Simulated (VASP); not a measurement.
Given:

```xyz
2
Lattice="0.0000 3.1450 3.1450 3.1450 0.0000 3.1450 3.1450 3.1450 0.0000" Properties=species:S:1:pos:R:3 pbc="T T T"
K      0.0000     0.0000     0.0000
Cl     3.1450     3.1450     3.1450
```

Computed with r2SCAN meta-GGA, VASP's PBE PAW potentials (set 64) (plane waves; VASP). Settings: 400 eV cut-off, 9×9×9 Γ-centred mesh, Gaussian smearing of 0.010 eV, potentials K_sv Cl.

Question: The job: KCl (rock salt), 2 atoms, r2SCAN, optics run with many empty bands, 400 eV, 9×9×9 Γ-centred mesh. Roughly how much core time does it take on a busy server core?

Answer: About 5 core-minutes (one run on a shared machine, a rough figure). It had 35 irreducible k-points, 36 bands, up to 1147 plane waves and 27 electronic steps.

The compound is KCl in the rock salt structure. The cell was not relaxed at this level.
